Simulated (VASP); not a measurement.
These are PBE GGA + U (Dudarev), VASP's PBE PAW potentials (set 64) (plane waves; VASP) values and carry that method's errors.

A VASP calculation is set up with these files.

KPOINTS:
```
Automatic mesh
0
Gamma
7 7 7
0 0 0
```

**INCAR**
```
ISPIN = 2
LMAXMIX = 4   ! l cut-off of mixed one-centre charges
LOPTICS = .True.
NBANDS = 120
ENCUT = 520   ! plane-wave cut-off (eV)
EDIFF = 1E-7
ISMEAR = 0   ! Gaussian
LDAU = .True.
LCHARG = .False.
MAGMOM = 4.3 -4.3 4.3 -4.3 6*0.0
CSHIFT = 0.1
SIGMA = 0.01   ! width (eV)
LDAUJ = 0 0
LORBIT = 10
PREC = Accurate
SYSTEM = Fe2O3
NELM = 100   ! most electronic steps
LWAVE = .False.
LDAUL = 2 -1
LDAUPRINT = 1
NEDOS = 1001
LDAUTYPE = 2   ! Dudarev
ALGO = Normal   ! blocked Davidson
LDAUU = 5.3 0
LREAL = .False.   ! projection in real space or not
LASPH = .True.
GGA = PE
```

### POSCAR
```
Fe2O3
1
    4.8386883491    -2.5331219942     0.0015661424
    4.8386883491     2.5331219942     0.0015661424
    3.5112097909    -0.0000000000     4.1834228627
Fe O
4 6
Direct
  0.8535871194   0.8535871194   0.8535871194
  0.3535871194   0.3535871194   0.3535871194
  0.1464128806   0.1464128806   0.1464128806
  0.6464128806   0.6464128806   0.6464128806
  0.4446508924   0.0553491076   0.7500000000
  0.0553491076   0.7500000000   0.4446508924
  0.5553491076   0.9446508924   0.2500000000
  0.2500000000   0.5553491076   0.9446508924
  0.9446508924   0.2500000000   0.5553491076
  0.7500000000   0.4446508924   0.0553491076
```

POTCAR, in this order: Fe O (PBE.64 set). Program: vasp_std.

The resulting files:

**OSZICAR**
```
       N       E                     dE             d eps       ncg     rms          rms(c)
DAV:   1     0.711343150715E+03    0.71134E+03   -0.21498E+04 21352   0.663E+02
DAV:   2     0.235325183159E+02   -0.68781E+03   -0.57324E+03 21128   0.217E+02
DAV:   3    -0.870647735842E+02   -0.11060E+03   -0.10163E+03 23352   0.904E+01
DAV:   4    -0.913277241667E+02   -0.42630E+01   -0.42313E+01 24240   0.181E+01
DAV:   5    -0.913588977903E+02   -0.31174E-01   -0.31167E-01 24136   0.162E+00    0.515E+01
DAV:   6    -0.671627428125E+02    0.24196E+02   -0.69728E+00 29088   0.632E+01    0.763E+01
DAV:   7    -0.672634679305E+02   -0.10073E+00   -0.56951E+00 22584   0.154E+01    0.356E+01
DAV:   8    -0.670789751528E+02    0.18449E+00   -0.82309E-01 25920   0.294E+00    0.259E+01
DAV:   9    -0.670013306297E+02    0.77645E-01   -0.21607E-01 26200   0.332E+00    0.796E+00
DAV:  10    -0.670429031651E+02   -0.41573E-01   -0.51164E-02 22576   0.213E+00    0.154E+00
DAV:  11    -0.670354767903E+02    0.74264E-02   -0.11273E-02 30544   0.145E+00    0.112E+00
DAV:  12    -0.670380791944E+02   -0.26024E-02   -0.80925E-03 23080   0.264E-01    0.756E-01
DAV:  13    -0.670390891394E+02   -0.10099E-02   -0.89756E-04 28312   0.167E-01    0.203E-01
DAV:  14    -0.670390394200E+02    0.49719E-04   -0.44889E-04 24352   0.220E-01    0.399E-02
DAV:  15    -0.670390519704E+02   -0.12550E-04   -0.91941E-05 25000   0.329E-02    0.984E-03
DAV:  16    -0.670390521952E+02   -0.22485E-06   -0.87694E-06 25072   0.121E-02    0.181E-02
DAV:  17    -0.670390519937E+02    0.20149E-06   -0.74394E-07 24976   0.347E-03    0.573E-03
DAV:  18    -0.670390514217E+02    0.57201E-06   -0.16473E-07 22416   0.540E-03    0.162E-03
DAV:  19    -0.670390512084E+02    0.21331E-06   -0.33848E-08 16336   0.997E-04    0.165E-03
DAV:  20    -0.670390512197E+02   -0.11289E-07   -0.21480E-08 12640   0.428E-04
   1 F= -.67039051E+02 E0= -.67039051E+02  d E =-.562981E-39  mag=    -0.0000
 imaginary and real dielectric function
```

File OUTCAR:
```
------------------------ aborting loop because EDIFF is reached ----------------------------------------
  FORCE on cell =-STRESS in cart. coord.  units (eV):
  Direction    XX          YY          ZZ          XY          YZ          ZX
  --------------------------------------------------------------------------------------
  Total        0.1221133      0.0507353      0.0579279      0.0000000      0.0000000      0.0226581
  in kB        1.9082974      0.7928543      0.9052541      0.0000000      0.0000000      0.3540838
  external PRESSURE =       1.2021353 kB  Pullay stress =       0.0000000 kB
  volume of cell :      102.52
      direct lattice vectors                 reciprocal lattice vectors
     4.838688349 -2.533121994  0.001566142     0.103361868 -0.197384888 -0.086753172
     4.838688349  2.533121994  0.001566142     0.103361868  0.197384888 -0.086753172
     3.511209791  0.000000000  4.183422863    -0.000077391  0.000000000  0.239103664
 POSITION                                       TOTAL-FORCE (eV/Angst)
 -----------------------------------------------------------------------------------
     11.25761      0.00000      3.57359        -0.007656     -0.000000     -0.002430
      4.66331      0.00000      1.48031        -0.007656     -0.000000     -0.002430
      1.93098      0.00000      0.61297         0.007656     -0.000000      0.002430
      8.52527      0.00000      2.70624         0.007656     -0.000000      0.002430
      5.05275     -0.98615      3.13835         0.000000      0.014903     -0.000000
      5.45810      1.75964      1.86142         0.003905     -0.007452     -0.012302
      8.13583      0.98615      1.04820         0.000000     -0.014903     -0.000000
      7.21370      0.77349      3.95314         0.003905      0.007452     -0.012302
      7.73049     -1.75964      2.32513        -0.003905      0.007452      0.012302
      5.97489     -0.77349      0.23342        -0.003905     -0.007452      0.012302
 -----------------------------------------------------------------------------------
    total drift:                                0.000000      0.000000      0.000000
  FREE ENERGIE OF THE ION-ELECTRON SYSTEM (eV)
  ---------------------------------------------------
  free  energy   TOTEN  =       -67.0390512197 eV

  energy  without entropy=      -67.0390512197  energy(sigma->0) =      -67.03905122

 total charge

# of ion       s       p       d       tot
------------------------------------------
    1        0.377   0.538   5.818   6.732
    2        0.377   0.538   5.818   6.732
    3        0.377   0.538   5.818   6.732
    4        0.377   0.538   5.818   6.732
    5        1.561   3.476   0.000   5.038
    6        1.561   3.476   0.000   5.038
    7        1.561   3.476   0.000   5.038
    8        1.561   3.476   0.000   5.038
    9        1.561   3.476   0.000   5.038
   10        1.561   3.476   0.000   5.038
--------------------------------------------------
tot         10.875  23.010  23.270  57.155

 magnetization (x)

# of ion       s       p       d       tot
------------------------------------------
    1        0.014   0.016   4.250   4.280
    2       -0.014  -0.016  -4.250  -4.280
    3        0.014   0.016   4.250   4.280
    4       -0.014  -0.016  -4.250  -4.280
    5        0.000   0.000   0.000   0.000
    6        0.000   0.000   0.000   0.000
    7        0.000   0.000   0.000   0.000
    8        0.000   0.000   0.000   0.000
    9        0.000   0.000   0.000   0.000
   10        0.000   0.000   0.000   0.000
--------------------------------------------------
tot          0.000   0.000   0.000   0.000

 plasma frequency squared (from intraband transitions) (eV^2)
  --------------------------------------------------------------------------------------
       0.000       0.000      -0.000
      -0.000       0.000       0.000
      -0.000       0.000       0.000

 plasma frequency squared (from interband transitions, int dw w eps(2)(w)) (eV^2)
  --------------------------------------------------------------------------------------
     559.557       0.000       0.000      -0.000      -0.491       0.000
       0.000       0.000     561.105       0.000       0.000       0.000
      -0.491      -0.000       0.000       0.000     560.949       0.000
```
(Selected blocks of OUTCAR.)

The dielectric response may not be converged in the k-mesh; for small gaps it tends to come out too large.

The compound is Fe2O3 in the corundum structure. It was relaxed first.
